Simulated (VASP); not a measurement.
# BiN: structure and properties in VASP, part 3 of 5

Wanted: the relaxed cell of BiN and its properties. The cell is invented: it takes the structure of a Materials Project entry for GaN (space group 216 there), with some of its atoms replaced by other elements, volume scaled by an estimate. It may not be a known or stable phase.

VASP 6.6.1, plane waves and PAW; the level of theory is named at each step.

So far. Step 3 (Second relaxation): It ends with forces that vanish by symmetry and a pressure of 0.01 GPa. Step 4 (Density, ELF and potential (r2SCAN)): In this run the pressure is 0.01 GPa, small enough to go on. The relaxed cell has a = 5.520 Å (conventional setting).

## 5. Band structure (r2SCAN)

Level of this step: r2SCAN; plane waves and PAW (Bi_d, N); invented cell (VASP).

Levels along the symmetry lines show where the bands peak and cross; KPOINTS_OPT computes them in the converged potential.

Contents of INCAR:

```
SYSTEM = BiN
PREC = Accurate
ENCUT = 520
EDIFF = 1E-06
NELM = 100
ISMEAR = 0
SIGMA = 0.05
LREAL = .FALSE.
ALGO = Normal
METAGGA = R2SCAN
LASPH = .TRUE.
LORBIT = 11
LWAVE = .FALSE.
LCHARG = .FALSE.
```

Contents of POSCAR:

```
BiN
1.0
    0.0000000000      2.7601193961      2.7601193961
    2.7601193961      0.0000000000      2.7601193961
    2.7601193961      2.7601193961      0.0000000000
Bi N
1 1
Direct
    0.0000000000      0.0000000000      0.0000000000
    0.2500000000      0.2500000000      0.2500000000
```

Contents of KPOINTS:

```
Automatic mesh
0
Gamma
8 8 8
0 0 0
```

Contents of KPOINTS_OPT:

```
Line mode
16
Line-mode
Reciprocal
  0.00000000   0.00000000   0.00000000 GAMMA
  0.50000000   0.00000000   0.50000000 X

  0.50000000   0.00000000   0.50000000 X
  0.50000000   0.25000000   0.75000000 W

  0.50000000   0.25000000   0.75000000 W
  0.37500000   0.37500000   0.75000000 K

  0.37500000   0.37500000   0.75000000 K
  0.00000000   0.00000000   0.00000000 GAMMA

  0.00000000   0.00000000   0.00000000 GAMMA
  0.50000000   0.50000000   0.50000000 L

  0.50000000   0.50000000   0.50000000 L
  0.62500000   0.25000000   0.62500000 U

  0.62500000   0.25000000   0.62500000 U
  0.50000000   0.25000000   0.75000000 W

  0.50000000   0.25000000   0.75000000 W
  0.50000000   0.50000000   0.50000000 L

  0.50000000   0.50000000   0.50000000 L
  0.37500000   0.37500000   0.75000000 K

  0.62500000   0.25000000   0.62500000 U
  0.50000000   0.00000000   0.50000000 X
```

The projector-augmented-wave data sets are Bi_d and N (PBE family, release 64).

Command:

```
> mpirun -np 1 vasp_std
```

The log of the run:

```text
[... set-up lines as in an earlier step ...]
 entering main loop
       N       E                     dE             d eps       ncg     rms          rms(c)
[... 14 cycles as in an earlier step ...]
   1 F= -.65857189E+02 E0= -.65856806E+02  d E =-.766380E-03
 Start KPOINTS_OPT (optional k-point list driver)
k-point batch [1-29\160]
       N       E                     dE             ncg
DAV:   1    -0.713568920328E+02   -0.15557E+05      812
DAV:   2    -0.479829822579E+04   -0.47269E+04      968
DAV:   3    -0.514159419258E+04   -0.34330E+03      956
DAV:   4    -0.515004107334E+04   -0.84469E+01      902
DAV:   5    -0.515038526207E+04   -0.34419E+00     1080
DAV:   6    -0.515039485738E+04   -0.95953E-02      992
DAV:   7    -0.515039497877E+04   -0.12139E-03     1068
DAV:   8    -0.515039498029E+04   -0.15106E-05      626
DAV:   9    -0.515039498056E+04   -0.27016E-06      448
[...]
k-point batch [146-160\160]
       N       E                     dE             ncg
DAV:   1     0.100665872841E+05   -0.11156E+05      420
DAV:   2     0.767810374243E+04   -0.23885E+04      528
DAV:   3     0.751954419290E+04   -0.15856E+03      498
DAV:   4     0.751568657162E+04   -0.38576E+01      472
DAV:   5     0.751550640893E+04   -0.18016E+00      584
DAV:   6     0.751550471722E+04   -0.16917E-02      484
DAV:   7     0.751550465128E+04   -0.65942E-04      584
DAV:   8     0.751550465090E+04   -0.37776E-06      324
```

Elapsed: 2.1 min, on 1 MPI rank of Intel Xeon 6975P-C (Granite Rapids), shared host; peak memory 0.18 GiB.

From OUTCAR (step 5):

```text
   NELECT =      20.0000    total number of electrons

 E-fermi :   6.4510

[... 20 parts as in an earlier step ...]

[... 2 further parts left out ...]
```

Spin-orbit coupling is off here; with elements this heavy it splits and shifts levels by tenths of an eV or more.

The electronic bands at the labelled points (eV, zero at the Fermi level; # counts the bands kept):

| point | #1 | #2 | #3 | #4 | #5 | #6 |
| --- | --- | --- | --- | --- | --- | --- |
| Γ | -7.53 | -2.26 | -2.26 | -2.26 | 3.09 | 3.09 |
| 0.53 of the way | -9.41 | -3.60 | -3.60 | -0.96 | 0.33 | 4.61 |
| X | -11.26 | -4.39 | -4.39 | -0.81 | -0.38 | 5.79 |
| 0.47 of the way | -11.24 | -4.72 | -4.61 | -0.05 | 0.06 | 4.69 |
| W | -11.21 | -5.03 | -4.85 | 0.31 | 2.12 | 2.41 |
| 0.47 of the way | -11.18 | -5.21 | -4.45 | 0.00 | 1.42 | 3.40 |
| K | -11.15 | -5.32 | -4.02 | -0.52 | 1.21 | 4.30 |
| 0.47 of the way | -9.59 | -4.30 | -2.84 | -1.46 | 2.19 | 3.42 |
| Γ | -7.53 | -2.26 | -2.26 | -2.26 | 3.09 | 3.09 |
| 0.47 of the way | -8.80 | -2.70 | -2.70 | -2.53 | 2.31 | 3.58 |
| L | -10.63 | -3.13 | -3.13 | -3.09 | 3.11 | 3.86 |
| 0.47 of the way | -10.75 | -4.80 | -3.45 | -1.29 | 2.53 | 3.44 |
| U | -11.15 | -5.32 | -4.02 | -0.52 | 1.21 | 4.30 |
| 0.53 of the way | -11.18 | -5.21 | -4.45 | 0.00 | 1.42 | 3.40 |
| W | -11.21 | -5.03 | -4.85 | 0.31 | 2.12 | 2.41 |
| 0.47 of the way | -10.85 | -5.08 | -3.79 | -0.72 | 2.45 | 2.93 |
| L | -10.63 | -3.13 | -3.13 | -3.09 | 3.11 | 3.86 |
| 0.47 of the way | -10.75 | -4.80 | -3.45 | -1.29 | 2.53 | 3.44 |
| K | -11.15 | -5.32 | -4.02 | -0.52 | 1.21 | 4.30 |
| jump to U | -11.15 | -5.32 | -4.02 | -0.52 | 1.21 | 4.30 |
| 0.53 of the way | -11.24 | -4.75 | -4.31 | -0.57 | -0.02 | 5.33 |
| X | -11.26 | -4.39 | -4.39 | -0.81 | -0.38 | 5.79 |

Of the projections kept (Bi, N), the largest for each band there; the rest of the weight can lie on other orbitals:

| point | #1 | #2 | #3 | #4 | #5 | #6 |
| --- | --- | --- | --- | --- | --- | --- |
| Γ | Bi 0.57 | N 0.82 | N 0.82 | N 0.82 | Bi 0.95 | Bi 0.95 |
| X | Bi 0.92 | N 0.60 | N 0.60 | Bi 0.83 | N 0.70 | Bi 0.52 |
| W | Bi 0.93 | N 0.51 | N 0.59 | N 0.79 | N 0.66 | Bi 0.82 |
| K | Bi 0.91 | N 0.52 | N 0.63 | N 0.57 | N 0.60 | N 0.52 |
| Γ | Bi 0.57 | N 0.82 | N 0.82 | N 0.82 | Bi 0.95 | Bi 0.95 |
| L | Bi 0.78 | N 0.71 | N 0.71 | Bi 0.56 | N 0.78 | Bi 0.81 |

The electronic bands as a text plot (rows in eV, shown from -8.0 to 2.4 only):

```
    2.2 | *               *  ***     **      *    ***      *
    1.8 |  *         **  *                       *          *
    1.3 |              **                     ***            *
    0.9 |   *       *                                         *
    0.5 |    *       **                           *
    0.0 |     *    **  *                        ** *           *
   -0.4 |      ****     **                    **    *        ****
   -0.8 |    ******       **                 *       *      *   *
   -1.3 |   *               **              *              *
   -1.7 |  *                  *                       *   *
   -2.1 |**                    ******      *           * *
   -2.6 | **                  ***   ***
   -3.0 |   *               ** *       ****            ***
   -3.4 |    *             *  *           ***        **   **
   -3.9 |     *          **                  ***       * *  **
   -4.3 |      ****    **    *             *    *  **     *   ***
   -4.7 |          ****     *               *    **  **    *   *
   -5.2 |            ****  *                 ********       ***
   -5.6 |                **
   -6.0 |
   -6.5 |
   -6.9 |
   -7.3 |                         *
   -7.8 |**                     ** **
         Γ       X    W  K        Γ      L     U  W     L   K|U X
```

There is no gap at this level.

## 6. Density of states (r2SCAN)

Here the states are counted by energy and projected on the atoms. The mesh is finer than in the run before.

Edit INCAR of step 5 so:

```diff
@@ -5,3 +5,3 @@
 NELM = 100
-ISMEAR = 0
+ISMEAR = -5
 SIGMA = 0.05
@@ -14 +14,2 @@
 LCHARG = .FALSE.
+NEDOS = 2001
```

POSCAR is that of step 5.

Contents of KPOINTS:

```
Automatic mesh
0
Gamma
12 12 12
0 0 0
```

Command:

```
> mpirun -np 1 vasp_std
```

The log of the run:

```text
[... set-up lines as in an earlier step ...]
 entering main loop
       N       E                     dE             d eps       ncg     rms          rms(c)
DAV:   1     0.109542700305E+03    0.10954E+03   -0.11174E+04  2034   0.167E+03
DAV:   2    -0.587136276870E+02   -0.16826E+03   -0.16493E+03  2268   0.418E+02
DAV:   3    -0.733873889547E+02   -0.14674E+02   -0.14540E+02  2400   0.124E+02
DAV:   4    -0.737450269173E+02   -0.35764E+00   -0.35745E+00  2298   0.229E+01
DAV:   5    -0.737575151863E+02   -0.12488E-01   -0.12488E-01  2748   0.391E+00    0.826E+00
DAV:   6    -0.659341504470E+02    0.78234E+01   -0.17454E+01  2900   0.424E+01    0.416E+00
DAV:   7    -0.658807097044E+02    0.53441E-01   -0.18868E+00  2158   0.920E+00    0.168E+00
DAV:   8    -0.658675033120E+02    0.13206E-01   -0.21211E-01  2320   0.571E+00    0.442E-01
DAV:   9    -0.658658429299E+02    0.16604E-02   -0.12048E-02  2756   0.135E+00    0.210E-01
DAV:  10    -0.658659730991E+02   -0.13017E-03   -0.38183E-03  2438   0.964E-01    0.859E-02
DAV:  11    -0.658659308146E+02    0.42284E-04   -0.44177E-04  2442   0.350E-01    0.250E-02
DAV:  12    -0.658659187129E+02    0.12102E-04   -0.70260E-05  2064   0.808E-02    0.888E-03
DAV:  13    -0.658659289748E+02   -0.10262E-04   -0.70755E-06  2364   0.256E-02    0.377E-03
DAV:  14    -0.658659305609E+02   -0.15861E-05   -0.96519E-07  1068   0.136E-02    0.100E-03
DAV:  15    -0.658659293600E+02    0.12009E-05   -0.20233E-07  1038   0.463E-03    0.283E-04
DAV:  16    -0.658659292850E+02    0.74979E-07   -0.56643E-08  1026   0.289E-03
   1 F= -.65865929E+02 E0= -.65865929E+02  d E =0.000000E+00
 -----------------------------------------------------------------------------
|                                                                             |
|           W    W    AA    RRRRR   N    N  II  N    N   GGGG   !!!           |
|           W    W   A  A   R    R  NN   N  II  NN   N  G    G  !!!           |
|           W    W  A    A  R    R  N N  N  II  N N  N  G       !!!           |
|           W WW W  AAAAAA  RRRRR   N  N N  II  N  N N  G  GGG   !            |
|           WW  WW  A    A  R   R   N   NN  II  N   NN  G    G                |
|           W    W  A    A  R    R  N    N  II  N    N   GGGG   !!!           |
|                                                                             |
|     Tetrahedron method does not include variations of the Fermi             |
|     occupations, so forces and stress will be inaccurate. We suggest        |
|     using a different smearing scheme ISMEAR = 1 or 2 for metals in         |
|     relaxations.                                                            |
|                                                                             |
 -----------------------------------------------------------------------------
```

Run time: 90 s. Hardware: 1 MPI rank; peak memory 0.19 GiB.

Parts of OUTCAR (step 6):

```text
   k-points           NKPTS =     72   k-points in BZ     NKDIM =     72   number of bands    NBANDS=     14

   NELECT =      20.0000    total number of electrons

 E-fermi :   6.4124

 k-point     1 :       0.0000    0.0000    0.0000
  band No.  band energies     occupation
    ...
      6     -10.4225      2.00000
      7      -1.0992      2.00000
      8       4.1616      2.00000
      9       4.1616      2.00000
     10       4.1616      2.00000
     11       9.5346      0.00000
     12       9.5346      0.00000
     13       9.5346      0.00000
     14      13.0955      0.00000

  Total       -0.0588956     -0.0588956     -0.0588956      0.0000000     -0.0000000      0.0000000
  in kB       -2.2437782     -2.2437782     -2.2437782      0.0000000     -0.0000000      0.0000000
  external PRESSURE =      -2.2437782 kB  Pullay stress =       0.0000000 kB

  FREE ENERGIE OF THE ION-ELECTRON SYSTEM (eV)
  ---------------------------------------------------
  free  energy   TOTEN  =       -65.8659292850 eV

  energy  without entropy=      -65.8659292850  energy(sigma->0) =      -65.86592928

[... 7 parts as in an earlier step ...]

[... 10 further parts left out ...]
```

With tetrahedra the forces and stress of a metal are not exact derivatives of the energy.

Numbers from this step:

```yaml
scf_cycles: 16
irreducible_k_points: 72
free_energy_toten: -65.8659 eV
fermi_energy: 6.412 eV
pressure: -0.2244 GPa
dos_at_the_fermi_level: 0.5807 states/eV/cell
```

The density of states has structure finer than the step of the table below, so its rows give means over 1 eV, whole bins alone (the curve runs from -12.0 to 6.19 eV). Peaks (eV: height): total -11.1: 2.12, -5.1: 1.91, -4.4: 1.98, 3.7: 3.11; N p -5.1: 0.501, -3.2: 0.687, -0.5: 0.569, 3.7: 0.480; Bi p -5.1: 0.434, -4.4: 0.415, 2.1: 0.295, 3.7: 1.20; Bi s -11.1: 1.45; N s -10.6: 0.178, -0.5: 0.0675, 3.2: 0.0447.

States under -12.0 eV and over 6.2 eV are left out. The density of states by energy, zero at the Fermi level; means over each step; values in states/eV/cell:

| energy (eV) | total | N p | Bi p | Bi s | N s |
| --- | --- | --- | --- | --- | --- |
| -11 | 1.06 | 0.0590 | 0.0135 | 0.657 | 0.0627 |
| -10 | 0.622 | 0.0327 | 0.0138 | 0.328 | 0.0900 |
| -9 | 0.254 | 0.0108 | 0.00448 | 0.121 | 0.0575 |
| -8 | 0.0880 | 0.00214 | 7.5e-4 | 0.0402 | 0.0257 |
| -7 | 0 | 0 | 0 | 0 | 7.5e-7 |
| -6 | 0 | 0 | 0 | 0 | 0 |
| -5 | 1.13 | 0.310 | 0.251 | 0.0111 | 0.00534 |
| -4 | 1.71 | 0.589 | 0.337 | 0.0134 | 0.00720 |
| -3 | 1.12 | 0.470 | 0.172 | 0.00531 | 0.00314 |
| -2 | 0.522 | 0.205 | 0.0615 | 0.0315 | 0.0199 |
| -1 | 0.997 | 0.375 | 0.111 | 0.0877 | 0.0417 |
| 0 | 0.705 | 0.241 | 0.0769 | 0.0679 | 0.0190 |
| 1 | 0.467 | 0.0836 | 0.107 | 0.0177 | 0.0139 |
| 2 | 1.04 | 0.234 | 0.220 | 0.0263 | 0.0191 |
| 3 | 1.06 | 0.228 | 0.303 | 0.0118 | 0.0292 |
| 4 | 1.86 | 0.315 | 0.714 | 0.00359 | 0.0171 |
| 5 | 1.13 | 0.298 | 0.394 | 1.6e-4 | 0.00358 |

The finer mesh and the other smearing move the Fermi level by -0.04 eV from the 8×8×8 run, a small shift, which tests the Fermi level alone. Of the states within 0.3 eV of the Fermi level, the largest shares in the PAW spheres are N p 37 %, Bi s 11 % and Bi p 9 %. The rest lies in smaller channels or between the spheres.

(Part 3 of 5 ends here.)

[Lines on the potential files, build, host, timing and source positions are cut from VASP's logs without a mark.]

[Logs are printed without paths, hosts, clocks, repeated set-up lines and the standing remarks that a program may print on its own settings, such as how far it seeks lower states.]

[Hosts, paths, dates, database ids (printed as entryN), source tags and the programs' standing remarks are cut or masked in the printed files.]

[A measured line is paired with the nearest computed mode of its activity, which favours agreement.]
